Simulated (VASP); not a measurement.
Calculation: PBEsol GGA, VASP's PBE PAW potentials (set 64) (plane waves; VASP 6.6.1).

VASP input:

### INCAR
```
! general
SYSTEM   =  Sr
PREC     =  Accurate
ENCUT    =  400
LREAL    =  .FALSE.
LASPH    =  .TRUE.

! electronic loop
EDIFF    =  1E-6
NELM     =  100
ALGO     =  Normal
LMAXMIX  =  4

! smearing
ISMEAR   =  0
SIGMA    =  0.05

! functional
GGA      =  PS

! ions
IBRION   =  2
NSW      =  60
ISIF     =  3
EDIFFG   =  -0.01

! output
LWAVE    =  .FALSE.
LCHARG   =  .FALSE.
```

**KPOINTS**
```
Automatic mesh
0
Gamma
7 7 7
0 0 0
```

File POSCAR:
```
Sr
1
    0.0000000000     2.9570823796     2.9570823796
    2.9570823796    -0.0000000000     2.9570823796
    2.9570823796     2.9570823796    -0.0000000000
Sr
1
Direct
  0.0000000000   0.0000000000   0.0000000000
```

POTCAR, in this order: Sr_sv (PBE.64 set). Program: vasp_std.

Question: What will the output report for the number of irreducible k-points (NKPTS), number of bands (NBANDS), largest plane-wave count, number of space-group operations, FFT grid (NGX, NGY, NGZ)?

Answer: 
- number of irreducible k-points (NKPTS): 20
- number of bands (NBANDS): 9
- largest plane-wave count: 952
- number of space-group operations: 48
- FFT grid (NGX, NGY, NGZ): 28 × 28 × 28

The compound is Sr in the fcc structure. This run relaxes it. Symmetry was kept, so distortions that lower it aren't found. The start is the result of an earlier pass.
